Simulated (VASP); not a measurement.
Given:

```yaml
crystal:
  lattice:
    - [-1.59665, 1.59665, 3.90459]
    - [1.59665, -1.59665, 3.90459]
    - [1.59665, 1.59665, -3.90459]
  atoms:
    - { symbol: Si, position: [0.66500, 0.66500, 0.00000] }
    - { symbol: Si, position: [0.33500, 0.33500, 0.00000] }
    - { symbol: Mo, position: [0.00000, 0.00000, 0.00000] }
```

Calculation: PBE GGA, VASP's PBE PAW potentials (set 64) (plane waves; VASP 6.6.1). Settings: 300 eV cut-off, 10×10×10 Γ-centred mesh, Gaussian smearing of 0.10 eV, potentials Si Mo_sv.

At this cut-off the stress carries a Pulay error, which pulls relaxed volumes low.

Give the stress tensor in GPa (positive for a compressed cell).

```
4.62  0.00  0.00
0.00  4.62  0.00
0.00  0.00  5.38
```
The pressure is its mean diagonal, 4.87 GPa.

The structure is a typed MoSi2 crystal. The cell was not relaxed at this level.
